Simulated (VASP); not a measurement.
Given:

```xyz
3
Lattice="1.8867 -3.2679 0.0000 1.8867 3.2679 0.0000 0.0000 0.0000 5.3974" Properties=species:S:1:pos:R:3 pbc="T T T"
Sn     0.0000     0.0000     0.0000
Se     1.8867     1.0893     1.5901
Se     1.8867    -1.0893     3.8073
```

Calculation: PBE GGA, VASP's PBE PAW potentials (set 64) (plane waves; VASP). Numerical set-up: 500 eV cut-off, 9×9×6 Γ-centred mesh, first-order Methfessel-Paxton smearing of 0.10 eV, potentials Sn_d Se.

Without a dispersion term in the relaxation, distances and binding between the weakly bound layers, chains or molecules are unreliable, and so is what depends on them.

Task: The ions, cell shape and volume at an external pressure of 10.0 GPa are relaxed. Predict the relaxed structure.

Result: 
```xyz
3
Lattice="1.8823 -3.2602 0.0000 1.8823 3.2602 0.0000 0.0000 0.0000 5.4585" Properties=species:S:1:pos:R:3 pbc="T T T"
Sn     0.0000     0.0000     0.0000
Se     1.8823     1.0867     1.5858
Se     1.8823    -1.0867     3.8727
```
Space group P-3m1 (164), at a tolerance of 0.03 Å.

Task: How do energy and volume change from the first to the last step?

Result: The energy (σ→0) changes by -9.9 meV/atom and the volume by +0.7 %, in 12 ionic steps.

```tsv
step	E(σ→0) (eV)	max force (eV/Å)	pressure (GPa)	volume (Å³)
1	-11.4338	0.059	10.13	66.56
2	-11.4454	0.064	9.92	66.74
3	-11.4663	0.074	9.52	67.07
4	-11.4669	0.070	9.53	67.07
5	-11.4688	0.059	9.57	67.10
6	-11.4722	0.029	9.65	67.14
7	-11.4776	0.046	9.82	67.23
8	-11.4753	0.010	9.75	67.19
9	-11.4698	0.011	9.90	67.10
10	-11.4677	0.012	9.92	67.06
11	-11.4634	0.013	10.04	66.99
12	-11.4636	0.008	10.00	66.99
```

The compound is SnSe2 in the 1T layered structure. This run relaxes it under an external pressure of 10 GPa. Symmetry was kept, so distortions that lower it aren't found.
